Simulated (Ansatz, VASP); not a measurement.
## Cross-check of Si11B4O28 (boron-doped silica glass) between VASP and Ansatz

Wanted: the spread between two codes on one cell, functional and k mesh. The structure shown is the start of the Ansatz relaxation below; VASP solves that cell, so the two are compared at the walk's first step.

Method: plane waves, with VASP 6.6.1 beside it; single point at PBE, in Ansatz 0.2.0.

## 1. The structure

The cell holds 43 atoms: 11 Si, 4 B and 28 O. Its edges and angles: a = 8.570 Å, b = 8.570 Å, c = 8.570 Å, α = 90.0°, β = 90.0°, γ = 90.0°. As first built, before any earlier steps moved the atoms (in the runner's words): kind boron-doped silica glass; units_of_the_quenched_model {'SiO2': 11, 'B2O3': 2}; melt_K 2200; rate_K_ps 100; atoms 43.

## 2. Ansatz: relaxation, PBE

Ansatz runs on its PAW soft_1 files.

The two programs are compared at the cell with which this relaxation starts, whose forces are those of its first step.

input.yaml reads:

```yaml
crystal:
  lattice:
    - [8.5704, 0.0, 0.0]
    - [0.0, 8.5704, 0.0]
    - [0.0, 0.0, 8.5704]
  atoms:
    - { symbol: Si, position: [0.782022, 0.0909, 0.626812] }
    - { symbol: Si, position: [0.549963, 0.044213, 0.054299] }
    - { symbol: Si, position: [0.753513, 0.81685, 0.86146] }
    - { symbol: Si, position: [0.082747, 0.239443, 0.798896] }
    - { symbol: Si, position: [0.050808, 0.608681, 0.882106] }
    - { symbol: Si, position: [0.058246, 0.700205, 0.516805] }
    - { symbol: Si, position: [0.44666, 0.234573, 0.754628] }
    - { symbol: Si, position: [0.374885, 0.546973, 0.383506] }
    - { symbol: Si, position: [0.760398, 0.212814, 0.292974] }
    - { symbol: Si, position: [0.298472, 0.768599, 0.117447] }
    - { symbol: Si, position: [0.573096, 0.567891, 0.686158] }
    - { symbol: B, position: [0.055316, 0.202439, 0.104305] }
    - { symbol: B, position: [0.284291, 0.236371, 0.315805] }
    - { symbol: B, position: [0.798636, 0.504863, 0.476585] }
    - { symbol: B, position: [0.181068, 0.950792, 0.376159] }
    - { symbol: O, position: [0.096354, 0.885801, 0.49761] }
    - { symbol: O, position: [0.474946, 0.165823, 0.929886] }
    - { symbol: O, position: [0.069602, 0.660316, 0.700567] }
    - { symbol: O, position: [0.494238, 0.612116, 0.517092] }
    - { symbol: O, position: [0.192631, 0.681834, 0.986343] }
    - { symbol: O, position: [0.474103, 0.423375, 0.755332] }
    - { symbol: O, position: [0.928233, 0.19629, 0.695027] }
    - { symbol: O, position: [0.798555, 0.094665, 0.437736] }
    - { symbol: O, position: [0.601843, 0.158037, 0.662933] }
    - { symbol: O, position: [0.756291, 0.387976, 0.372062] }
    - { symbol: O, position: [0.200079, 0.598942, 0.438725] }
    - { symbol: O, position: [0.078136, 0.133844, 0.959043] }
    - { symbol: O, position: [0.25663, 0.21807, 0.720107] }
    - { symbol: O, position: [0.885516, 0.696034, 0.927725] }
    - { symbol: O, position: [0.907343, 0.20998, 0.170746] }
    - { symbol: O, position: [0.422398, 0.904812, 0.072178] }
    - { symbol: O, position: [0.266318, 0.08918, 0.384956] }
    - { symbol: O, position: [0.183166, 0.864228, 0.238519] }
    - { symbol: O, position: [0.375321, 0.357028, 0.373457] }
    - { symbol: O, position: [0.60451, 0.145217, 0.206258] }
    - { symbol: O, position: [0.603313, 0.711201, 0.805464] }
    - { symbol: O, position: [0.702659, 0.953485, 0.983704] }
    - { symbol: O, position: [0.394923, 0.636235, 0.217232] }
    - { symbol: O, position: [0.058741, 0.416915, 0.873907] }
    - { symbol: O, position: [0.183094, 0.260464, 0.188696] }
    - { symbol: O, position: [0.800136, 0.916858, 0.704237] }
    - { symbol: O, position: [0.898777, 0.627989, 0.441576] }
    - { symbol: O, position: [0.743555, 0.499968, 0.630095] }
  symmetry: { detect: false }
kpoints:
  mp_grid: { grid: [2, 2, 2] }
scf:
  occupations: { method: fermi_dirac, width: 0.05 }
hamiltonian:
  xc: pbe
  pseudopotentials: { kind: paw, azcp: { folder: soft_1 } }
output:
  forces: true
  stress: true
relax:
  f_tol: 0.04
  max_steps: 100
  escape_saddle: false
  cell: { stress_tol: 0.4, fix: [] }
```

The run is started by

```bash
$ ansatz run input.yaml --threads 6 --pin off --max-ram 15360MiB --backend cpu --events-out ev --progress --plain --runs-dir out
```

Numbers of over 12 decimals in the logs are rounded to 6 here.

Log:

```text
Engine: ansatz 0.2.0, x86_64-unknown-linux-gnu
Pseudopotentials: kind: paw
Pseudopotential: Si, paw, valence charge 4, recommended cutoff 420 eV (normal), soft_1/Si.paw.azcp
Pseudopotential: B, paw, valence charge 3, recommended cutoff 420 eV (normal), soft_1/B.paw.azcp
Pseudopotential: O, paw, valence charge 6, recommended cutoff 420 eV (normal), soft_1/O.paw.azcp
Functional definition: PBE
  parameter kappa = 0.804
  parameter beta = 0.066725
  exchange = pbe_x(kappa = kappa, mu = beta*pi^2/3)
  correlation = pbe_c(beta = beta)
Crystal: 43 atoms, lattice volume = 629.511 Å³
Basis set: ecut = 420 eV, 12293 PW (Γ), exchange–correlation on 120×120×120 points (8 copies of the dense FFT grid, shifted against one another)
Bands: 155, of which v1, the nominal top of the filled ones, is band 112 counted from 1 (111 counted from 0)
Symmetry: 1 space group operations
k-points: 8
Non-local potential: Si, projectors of the file, l = 0: 2, l = 1: 2, l = 2: 1
Non-local potential: B, projectors of the file, l = 0: 2, l = 1: 2, l = 2: 1
Non-local potential: O, projectors of the file, l = 0: 2, l = 1: 2, l = 2: 1
PAW form: soft (Blöchl's): semilocal exchange-correlation on the pseudo side does not see the compensation charge
PAW one-centre angular grid: Si, 110 points (default); XC on 64 Gauss nodes
PAW one-centre angular grid: B, 110 points (default); XC on 64 Gauss nodes
PAW one-centre angular grid: O, 110 points (default); XC on 64 Gauss nodes
Initial density: superposition of atomic densities (chi_scale 0.1, normalization cell, long waves kept (reshape's long-wave potential 0.06 eV rms))
Initial wavefunctions: pseudopotential atomic-orbital guess
Functional: x = pbe(κ = 0.804, μ = 0.219515), c = pbe(β = 0.066725)
SCF iter   1: F=—  HF=-23570.959684 eV  |F-HF|=—  |Δ(HF+E_count)|=         —  Δρ=1.19e-1  dr2=8.17e1  ethr=3.10e-3  ⟨swp⟩=6.0  Hψ=5561  notcnv=0  defer=134
preconditioner: auto → Resta (q_TF=auto, 2.297 Å⁻¹)  ε∞=2.6  [insulator: Δε(μ)=6.461 eV  Ē_g=17.486 eV  σ=0.050 eV  W_gap=1.00  n_scr=122 (ndim 8)  ℏωp=22.2 eV  f_vac=0.156  D(μ)=0.00/eV (n_scr^D=0)  ε∞_Penn≈2.6]
SCF iter   2: F=—  HF=-23548.679201 eV  |F-HF|=—  |Δ(HF+E_count)|=    2.23e1  Δρ=4.14e-2  dr2=4.82e0  ethr=3.10e-3  ⟨swp⟩=3.5  Hψ=3065  notcnv=0  defer=293
SCF iter   3: F=—  HF=-23548.121720 eV  |F-HF|=—  |Δ(HF+E_count)|=   5.57e-1  Δρ=1.97e-2  dr2=1.54e0  ethr=2.15e-3  ⟨swp⟩=2.6  Hψ=1005  notcnv=0  defer=293
SCF iter   4: F=—  HF=-23548.093551 eV  |F-HF|=—  |Δ(HF+E_count)|=   2.82e-2  Δρ=3.51e-3  dr2=6.21e-2  ethr=6.86e-4  ⟨swp⟩=4.2  Hψ=2341  notcnv=0  defer=290
SCF iter   5: F=—  HF=-23548.094956 eV  |F-HF|=—  |Δ(HF+E_count)|=   1.41e-3  Δρ=1.45e-3  dr2=1.17e-2  ethr=2.77e-5  ⟨swp⟩=2.4  Hψ=1943  notcnv=0  defer=289
SCF iter   6: F=—  HF=-23548.099000 eV  |F-HF|=—  |Δ(HF+E_count)|=   4.04e-3  Δρ=3.92e-4  dr2=1.51e-3  ethr=5.24e-6  ⟨swp⟩=2.0  Hψ=1644  notcnv=0  defer=289
SCF iter   7: F=—  HF=-23548.099719 eV  |F-HF|=—  |Δ(HF+E_count)|=   7.19e-4  Δρ=1.75e-4  dr2=1.99e-4  ethr=6.73e-7  ⟨swp⟩=2.0  Hψ=1629  notcnv=0  defer=289
SCF iter   8: F=—  HF=-23548.099694 eV  |F-HF|=—  |Δ(HF+E_count)|=   2.54e-5  Δρ=8.44e-5  dr2=3.83e-5  ethr=8.87e-8  ⟨swp⟩=2.0  Hψ=1774  notcnv=0  defer=289
SCF iter   9: F=—  HF=-23548.099415 eV  |F-HF|=—  |Δ(HF+E_count)|=   2.78e-4  Δρ=1.79e-5  dr2=1.97e-6  ethr=1.71e-8  ⟨swp⟩=2.0  Hψ=2041  notcnv=0  defer=289
SCF iter  10: F=—  HF=-23548.099415 eV  |F-HF|=—  |Δ(HF+E_count)|=   2.83e-7  Δρ=9.02e-6  dr2=4.27e-7  ethr=8.79e-10  ⟨swp⟩=2.0  Hψ=1846  notcnv=0  defer=289
SCF iter  11: F=-23548.099415 eV  HF=-23548.099415 eV  |F-HF|=1.55e-8  |Δ(HF+E_count)|=   6.33e-8  Δρ=3.27e-6  dr2=5.78e-8  ethr=4.46e-11  ⟨swp⟩=5.0  Hψ=4535  notcnv=0
SCF 1 converged in 11 iterations: F = -23548.099415 eV  dr2 = 5.78e-8
  greatest PAW one-centre occupation: 0.862 electrons in one spin orbital (limit 2), on the O atom at site 15 (counted from 0), in its partial waves of l = 0
relax step   1: F+E_penalty+E_count = -23548.09941470 eV  Δ(F+E_penalty+E_count) = +0.000e0 eV  max|allowed force component| = 2.100e0 eV/Å  Δτ_max = 0.0000 Å  P = -3.562 GPa  Ω = 629.511 Å³  (11 SCF iters, dr2 threshold 1.00e-7 eV, accepted)
Crystal: 43 atoms, lattice volume = 626.129 Å³
Basis set: ecut = 420 eV, 12237 PW (Γ), exchange–correlation on 120×120×120 points (8 copies of the dense FFT grid, shifted against one another)
Initial density: handed on by an earlier stage of this run
Initial wavefunctions: those handed on with the density
iter 1 solved again at ethr=1.35e-4 eV; its pass at ethr=3.10e-3 eV (dr2=3.02e-1 eV) is discarded
SCF iter   1: F=—  HF=-23549.347611 eV  |F-HF|=—  |Δ(HF+E_count)|=         —  Δρ=8.73e-3  dr2=3.03e-1  ethr=1.35e-4  ⟨swp⟩=4.8  Hψ=7271  notcnv=0
preconditioner: auto → Resta (q_TF=auto, 2.299 Å⁻¹)  ε∞=2.9  [insulator: Δε(μ)=5.091 eV  Ē_g=16.308 eV  σ=0.050 eV  W_gap=1.00  n_scr=126 (ndim 8)  ℏωp=22.2 eV  f_vac=0.239  D(μ)=0.00/eV (n_scr^D=0)  ε∞_Penn≈2.9]
[...]
SCF iter   2: F=—  HF=-23550.577911 eV  |F-HF|=—  |Δ(HF+E_count)|=   5.31e-4  Δρ=1.88e-5  dr2=2.27e-7  ethr=3.56e-10  ⟨swp⟩=3.0  Hψ=2700  notcnv=0
[...]
SCF converged after 4 iterations
Free energy (F): -23550.577947 eV
Harris-Foulkes:  -23550.577947 eV  (|F-HF|=1.09e-11)
Internal energy: -23550.577947 eV  (E = F + TS)
E sigma→0 (E₀):  -23550.577947 eV
Fermi energy:    3.726298 eV
--- Per-component energies (eV) ---
  E_band       = -1352.807804
  E_kinetic    = 5479.111663
  E_local      = -17159.234210  (includes V_loc(G=0)·N_el)
  E_nonlocal   = 1739.652012
  E_hartree    = 6556.306450
  E_xc         = -2761.957618
  E_vxc        = -3244.434436  (∫ρ·V_xc dr)
  E_paw        = -10526.876187  (= ΣΔE_a)
  E_vpaw       = -1280.540744  (= ΣTr[D̂ρ^β])
  E_aug_tail   = 0.023108  (compensation charges beyond the density's cutoff)
  E_ewald      = -6877.603167
  E_smearing   = -0.000000  (= −TS)
  E_closure    = -0.000000  (closes the sum)
  Σ components = -23550.577947   (vs F -23550.577947, Δ=0.00e0)
--- Forces (eV/Å), atoms counted from 1 ---
  atom   1  Si     0.00992348     0.01223701     0.00535315
  atom   2  Si    -0.00027958     0.00220087     0.00438498
  atom   3  Si    -0.00555333     0.00776899     0.00171396
  atom   4  Si    -0.00802566    -0.00220250     0.00919431
  atom   5  Si     0.00356405    -0.00562082    -0.00007595
  atom   6  Si    -0.00061173    -0.00198517     0.00097328
  atom   7  Si    -0.00246241    -0.00223991     0.00393293
  atom   8  Si     0.00058388    -0.00032292     0.00169668
  atom   9  Si    -0.00193419     0.00083106    -0.01790993
  atom  10  Si     0.00150204     0.00186513     0.00018355
  atom  11  Si     0.00227287    -0.00369920    -0.00980639
  atom  12  B     -0.00053359     0.00768836    -0.00703971
  atom  13  B     -0.00484943     0.00484540    -0.00217698
  atom  14  B     -0.01178508     0.01151234     0.01399405
  atom  15  B      0.01343540     0.00130059    -0.02187795
  atom  16  O     -0.00661028    -0.00881392     0.01144685
  atom  17  O     -0.00165217     0.00142758    -0.00101412
  atom  18  O      0.00588478     0.00313466     0.00345342
  atom  19  O      0.00270801    -0.00038385     0.00682040
  atom  20  O      0.00202962     0.00233576     0.00659756
  atom  21  O      0.00198729    -0.00139276    -0.00292675
  atom  22  O      0.00020437    -0.00165117    -0.00782792
  atom  23  O      0.00095936    -0.00350493     0.00177584
  atom  24  O     -0.00129197    -0.00368625    -0.00893522
[...]
atom  36  O      0.00030046    -0.00454972    -0.00262722
  atom  37  O     -0.00118244    -0.00430809    -0.00462795
  atom  38  O      0.00087354     0.00347138    -0.00201908
  atom  39  O      0.00288342     0.00278284    -0.00003556
  atom  40  O      0.02793100     0.00669481     0.02263269
  atom  41  O     -0.00029446    -0.00854128    -0.00154454
  atom  42  O      0.00681054    -0.00057324     0.00625451
  atom  43  O      0.00106621    -0.00060896    -0.00628067
  max |Σ_I F_I| component: 1.03e-5 eV/Å
--- Stress (GPa, compression-positive) ---
        0.039497      -0.001998       0.004978
       -0.001994       0.031197       0.012173
        0.004976       0.012189      -0.051338
  P = ⅓ Tr σ = 0.0065 GPa (0.065 kbar)
--- Relaxed structure (10 steps of the walk, 10 accepted, 2 SCFs on fresh bases) ---
  F+E_penalty+E_count = -23550.57794748 eV   max|allowed force component| = 2.793e-2 eV/Å   (the final SCF, on the basis selected at the relaxed cell)
  cell:  # Å, volume = 613.5927 Å³
    - [8.263429, -0.035491, -0.232729]
    - [-0.035491, 8.273343, -0.245273]
    - [-0.232729, -0.245273, 8.989142]
  atoms:
    - { symbol: Si, position: [0.762231, 0.097382, 0.634375] }
    - { symbol: Si, position: [0.566643, 0.048973, 0.049817] }
    - { symbol: Si, position: [0.758074, 0.820942, 0.837533] }
    - { symbol: Si, position: [0.070134, 0.248126, 0.819155] }
    - { symbol: Si, position: [0.082151, 0.635445, 0.856986] }
    - { symbol: Si, position: [0.059536, 0.700794, 0.515726] }
    - { symbol: Si, position: [0.436478, 0.229584, 0.774611] }
    - { symbol: Si, position: [0.348967, 0.548439, 0.379820] }
    - { symbol: Si, position: [0.790610, 0.196411, 0.308308] }
    - { symbol: Si, position: [0.307976, 0.779555, 0.131566] }
    - { symbol: Si, position: [0.555260, 0.553367, 0.666124] }
    - { symbol: B, position: [0.062533, 0.179021, 0.120347] }
    - { symbol: B, position: [0.281178, 0.229823, 0.314789] }
    - { symbol: B, position: [0.796497, 0.497397, 0.473508] }
    - { symbol: B, position: [0.173407, 0.954850, 0.368181] }
    - { symbol: O, position: [0.096514, 0.889220, 0.482103] }
    - { symbol: O, position: [0.479788, 0.178912, 0.944014] }
    - { symbol: O, position: [0.120456, 0.680896, 0.688824] }
    - { symbol: O, position: [0.454340, 0.629007, 0.524880] }
    - { symbol: O, position: [0.223364, 0.706943, 0.975491] }
    - { symbol: O, position: [0.454196, 0.423815, 0.754982] }
    - { symbol: O, position: [0.910644, 0.215139, 0.706155] }
    - { symbol: O, position: [0.774034, 0.092873, 0.454422] }
    - { symbol: O, position: [0.573404, 0.139912, 0.673052] }
    - { symbol: O, position: [0.810848, 0.390853, 0.352917] }
    - { symbol: O, position: [0.158464, 0.575408, 0.408592] }
    - { symbol: O, position: [0.033246, 0.153779, 0.969779] }
    - { symbol: O, position: [0.240304, 0.189951, 0.745032] }
    - { symbol: O, position: [0.909466, 0.714743, 0.898869] }
    - { symbol: O, position: [0.949748, 0.141305, 0.220121] }
    - { symbol: O, position: [0.442611, 0.912491, 0.098346] }
    - { symbol: O, position: [0.255221, 0.100085, 0.399098] }
    - { symbol: O, position: [0.173178, 0.871483, 0.231139] }
    - { symbol: O, position: [0.381417, 0.353695, 0.373753] }
    - { symbol: O, position: [0.633129, 0.157494, 0.196726] }
    - { symbol: O, position: [0.606287, 0.698852, 0.788608] }
    - { symbol: O, position: [0.711064, 0.952141, 0.968750] }
    - { symbol: O, position: [0.392085, 0.636779, 0.228530] }
    - { symbol: O, position: [0.076587, 0.440645, 0.866528] }
    - { symbol: O, position: [0.209667, 0.243289, 0.174266] }
    - { symbol: O, position: [0.802785, 0.917728, 0.692014] }
    - { symbol: O, position: [0.870931, 0.647180, 0.480655] }
    - { symbol: O, position: [0.706077, 0.457565, 0.590665] }
```

In the SCF lines HF is the Harris–Foulkes energy and dr2 the Hartree energy of the density residual, in eV; the loop may stop once dr2 is under the threshold and the program's other checks hold. Hψ counts applications of the Hamiltonian.

(Continued in part 2 of 2.)

[Lines on the potential files, build, host, timing and source positions are cut from VASP's logs without a mark.]

[Logs are printed without paths, hosts, clocks, repeated set-up lines and the standing remarks that a program may print on its own settings, such as how far it seeks lower states.]

[Hosts, paths, dates, database ids (printed as entryN), source tags and the programs' standing remarks are cut or masked in the printed files.]
